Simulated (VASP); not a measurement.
Input for VASP

**INCAR**
```
SYSTEM  =  AlP
PREC  =  Accurate; ENCUT  =  520; LREAL  =  .False.
LASPH  =  .True.
EDIFF  =  1E-7; NELM  =  100; ALGO  =  Normal
ISMEAR  =  0; SIGMA  =  0.05
GGA  =  PE; IVDW  =  11
ISIF  =  2
LWAVE  =  .False.; LCHARG  =  .False.
```

### KPOINTS
```
K-points
0
gamma
8 8 8
```

### POSCAR
```
AlP
5.4209090
  0.0000000000   0.5000000360   0.5000000360
  0.5000000360   0.0000000000   0.5000000360
  0.5000000360   0.5000000360   0.0000000000
Al P
1 1
Cartesian
  0.0000000000   0.0000000000   0.0000000000
  0.2500000180   0.2500000180   0.2500000180
```

POTCAR, in this order: Al P (PBE.64 set). Program: vasp_std.

Task: Write an equivalent input for Quantum ESPRESSO's pw.x.

Result: One equivalent input (not run):
```
&CONTROL
  calculation = 'scf'
  pseudo_dir = './pseudo'
  outdir = './out'
  tprnfor = .true.
  tstress = .true.
/
&SYSTEM
  ibrav = 0
  nat = 2
  ntyp = 2
  ecutwfc = 44
  occupations = 'smearing'
  smearing = 'gaussian'
  degauss = 0.003675
  input_dft = 'pbe'
  vdw_corr = 'grimme-d3'
  dftd3_version = 3
  dftd3_threebody = .false.
/
&ELECTRONS
  conv_thr = 7.3e-09
  electron_maxstep = 100
/
ATOMIC_SPECIES
  Al 26.982 Al.upf
  P 30.974 P.upf
CELL_PARAMETERS angstrom
     0.0000000    2.7104547    2.7104547
     2.7104547    0.0000000    2.7104547
     2.7104547    2.7104547    0.0000000
ATOMIC_POSITIONS crystal
  Al   0.0000000  0.0000000  0.0000000
  P    0.2500000  0.2500000  0.2500000
K_POINTS automatic
  8 8 8 0 0 0
```
Limits of the translation: the potentials are each code's own (VASP's PAW set, PseudoDojo norm-conserving files in pw.x), so ENCUT and ecutwfc are chosen apart and not converted; conv_thr bounds pw.x's estimated SCF error, while EDIFF bounds the energy change between steps.

The compound is AlP in the zinc blende structure. This cell is one point of a volume scan, at 0.97 of the reference volume.
